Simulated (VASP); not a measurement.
Output of a VASP run:

File OSZICAR:
```
       N       E                     dE             d eps       ncg     rms          rms(c)
DAV:   1     0.305712791127E+02    0.30571E+02   -0.73905E+03  1464   0.904E+02
DAV:   2    -0.779681620325E+01   -0.38368E+02   -0.37595E+02  1661   0.192E+02
DAV:   3    -0.910373856767E+01   -0.13069E+01   -0.12563E+01  1993   0.231E+01
DAV:   4    -0.912759716139E+01   -0.23859E-01   -0.23736E-01  1787   0.338E+00
DAV:   5    -0.912837268817E+01   -0.77553E-03   -0.77523E-03  2266   0.444E-01    0.218E+01
DAV:   6    -0.912612967550E+01    0.22430E-02   -0.23580E-02  1651   0.120E+00    0.130E+01
DAV:   7    -0.913310670632E+01   -0.69770E-02   -0.42629E-02  1606   0.161E+00    0.206E-01
DAV:   8    -0.913274886242E+01    0.35784E-03   -0.23745E-03  1711   0.358E-01    0.532E-02
DAV:   9    -0.913276110460E+01   -0.12242E-04   -0.21004E-04  1877   0.105E-01    0.354E-02
DAV:  10    -0.913275603500E+01    0.50696E-05   -0.32659E-05  1741   0.396E-02    0.459E-02
DAV:  11    -0.913275779439E+01   -0.17594E-05   -0.58005E-06  1621   0.167E-02    0.258E-03
DAV:  12    -0.913275790462E+01   -0.11023E-06   -0.25937E-07   908   0.391E-03
   1 F= -.91327579E+01 E0= -.91331388E+01  d E =0.114268E-02
```

OUTCAR:
```
------------------------ aborting loop because EDIFF is reached ----------------------------------------
  FORCE on cell =-STRESS in cart. coord.  units (eV):
  Direction    XX          YY          ZZ          XY          YZ          ZX
  --------------------------------------------------------------------------------------
  Total       -0.7748887     -0.7748884     -1.2606045     -0.0000000     -0.0000000      0.0000000
  in kB      -17.7369026    -17.7368953    -28.8547490     -0.0000000     -0.0000000      0.0000000
  external PRESSURE =     -21.4428490 kB  Pullay stress =       0.0000000 kB
  volume of cell :       70.00
      direct lattice vectors                 reciprocal lattice vectors
     1.851300000 -3.206545000  0.000000000     0.270080484 -0.155931072  0.000000000
     1.851300000  3.206545000  0.000000000     0.270080484  0.155931072  0.000000000
     0.000000000  0.000000000  5.895600000     0.000000000  0.000000000  0.169618020
 POSITION                                       TOTAL-FORCE (eV/Angst)
 -----------------------------------------------------------------------------------
      1.85130      1.06885      1.47390         0.000000      0.000000      0.000000
      1.85130     -1.06885      4.42170        -0.000000     -0.000000      0.000000
 -----------------------------------------------------------------------------------
    total drift:                                0.000000      0.000121     -0.000011
  FREE ENERGIE OF THE ION-ELECTRON SYSTEM (eV)
  ---------------------------------------------------
  free  energy   TOTEN  =        -9.1327579046 eV

  energy  without entropy=       -9.1339005851  energy(sigma->0) =       -9.13313880
```
(Selected blocks of OUTCAR.)

**POSCAR**
```
Gd
1
    1.8513000000    -3.2065450000     0.0000000000
    1.8513000000     3.2065450000     0.0000000000
    0.0000000000     0.0000000000     5.8956000000
Gd
2
Direct
  0.3333330000   0.6666670000   0.2500000000
  0.6666670000   0.3333330000   0.7500000000
```

Problem. Reconstruct the remaining input files.

Solution. Several could match; the one computed here: the input of the run itself, PBE GGA, plane waves, VASP's PBE PAW potentials (set 64).

INCAR:
```
ENCUT=350   ! plane-wave cut-off (eV)
LWAVE=.FALSE.
LREAL=.FALSE.   ! projection in real space or not
SIGMA=0.1   ! width (eV)
LASPH=.TRUE.
GGA=PE   ! PBE
ISIF=2   ! forces and stress, cell fixed
ISMEAR=1   ! Methfessel-Paxton
NELM=100   ! most electronic steps
PREC=Accurate
ALGO=Normal   ! blocked Davidson
LCHARG=.FALSE.
LMAXMIX=6
EDIFF=1E-6   ! SCF stop (eV)
SYSTEM=Gd
```

**KPOINTS**
```
Automatic
0
G
 10 10 6
0 0 0
```

POTCAR, in this order: Gd_3 (PBE.64 set). Program: vasp_std.

The 4f electrons are frozen in the core of the lanthanide potential, so 4f levels, which can set the real gap, and their magnetism are missing.

The compound is Gd in the hcp structure. The cell was not relaxed at this level. The run is one of a series of settings (ENCUT = 350 against the base run), some of them coarse on purpose.
